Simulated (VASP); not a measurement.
BN: relaxation of cell and atoms with r2SCAN

Crystal: BN.

```
CELL_PARAMETERS angstrom
2.54000 0.00000 0.00000
-1.27000 2.19970 0.00000
0.00000 0.00000 6.59800
ATOMIC_POSITIONS crystal
B 0.33333 0.66667 0.25000
B 0.66667 0.33333 0.75000
N 0.33333 0.66667 0.75000
N 0.66667 0.33333 0.25000
```

| Item | Value |
| --- | --- |
| Program | VASP 6.6.1 |
| Task | relaxation of cell and atoms |
| Functional | r2SCAN |
| Potentials or basis | VASP PAW PBE potentials, release 64 (B, N) |
| Cutoff | 600 eV |
| k mesh | 12 × 12 × 4 |
| Occupations | gaussian, width 0.02 eV |
| Spin | no spin polarisation |
| Further INCAR settings | ALGO = Normal; EDIFF = 1e-07; IBRION = 2; EDIFFG = -0.005; NSW = 90; ISIF = 3 |

The relaxed volume is 9.28 Å³/atom and the relaxed cell is a = 2.503 Å, b = 2.503 Å, c = 6.846 Å, α = 90.00°, β = 90.00°, γ = 120.00°. The space group after relaxing (to 0.05 Å) is P6_3/mmc (No. 194), the energy gained by relaxing is 14.4 meV/atom and the ionic steps are 12. The pressure after relaxing is 0.0 GPa and the band gap on the k mesh is 4.92 eV, indirect (least direct gap 5.37 eV).

The path:
| step | energy change (eV) | largest force (eV/Å) | pressure (GPa) | volume (Å³) |
| --- | --- | --- | --- | --- |
| 1 | 0.0000 | 0.0000 | -10.01 | 36.86 |
| 2 | 0.1661 | 0.0000 | 24.77 | 33.85 |
| 3 | -0.0538 | 0.0000 | 0.04 | 35.85 |
| 4 | -0.0538 | 0.0000 | 0.32 | 35.82 |
| 5 | -0.0538 | 0.0000 | 0.54 | 35.80 |
| 6 | -0.0543 | 0.0000 | 0.53 | 35.88 |
| 7 | -0.0555 | 0.0000 | 0.48 | 36.13 |
| 8 | -0.0570 | 0.0000 | 0.40 | 36.63 |
| 9 | -0.0568 | 0.0000 | 0.30 | 37.62 |
| 10 | -0.0574 | 0.0000 | 0.35 | 37.09 |
| 11 | -0.0524 | 0.0000 | -3.16 | 37.53 |
| 12 | -0.0574 | 0.0000 | 0.00 | 37.13 |

Final structure:
```
CELL_PARAMETERS angstrom
2.50253 0.00000 0.00000
-1.25126 2.16725 0.00000
0.00000 0.00000 6.84597
ATOMIC_POSITIONS crystal
B 0.33333 0.66667 0.25000
B 0.66667 0.33333 0.75000
N 0.33333 0.66667 0.75000
N 0.66667 0.33333 0.25000
```

Levels at points of the mesh, in eV from the valence-band top:
| k point | band 5 | band 6 | band 7 | band 8 | band 9 | band 10 | band 11 | band 12 |
| --- | --- | --- | --- | --- | --- | --- | --- | --- |
| (0.00, 0.00, 0.00) | -1.35 | -1.35 | -1.32 | -1.32 | 5.42 | 10.66 | 12.32 | 12.32 |
| (0.50, 0.00, 0.00) | -4.29 | -4.24 | -1.36 | -0.50 | 4.92 | 6.20 | 10.20 | 10.70 |
| (0.00, 0.00, 0.50) | -1.34 | -1.34 | -1.34 | -1.34 | 7.75 | 7.75 | 12.38 | 12.38 |
| (0.50, 0.00, 0.50) | -4.26 | -4.26 | -0.92 | -0.92 | 5.36 | 5.36 | 10.63 | 10.63 |

It took 8.3 min on 1 thread of Intel(R) Xeon(R) 6975P-C (Granite Rapids), with other jobs on the host, peak memory 0.17 GiB.

Caveat: the PAW data sets were made with another functional, which shifts forces and pressure a little. A k mesh can miss the band edges.
